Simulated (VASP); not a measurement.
Data:

```
Ti
1.0
    2.93389     0.00000     0.00000
   -1.46695     2.54082     0.00000
    0.00000     0.00000     4.65066
Ti
2
Direct
  0.66667   0.33333   0.75000
  0.33333   0.66667   0.25000
```

These are PBE GGA, VASP's PBE PAW potentials (set 64) (plane waves; VASP) values and carry that method's errors. Run with PREC = Normal, EDIFF = 1E-5, 400 eV cut-off, 16×16×9 Γ-centred mesh, first-order Methfessel-Paxton smearing of 0.10 eV, potentials Ti_sv.

**Question.** Give the stress tensor in GPa (positive for a compressed cell).

**Answer.** 
```
-0.82   0.00   0.00
 0.00  -0.82   0.00
 0.00   0.00  -1.09
```
The pressure is its mean diagonal, -0.91 GPa.

The compound is Ti in the hcp structure. It was relaxed first.
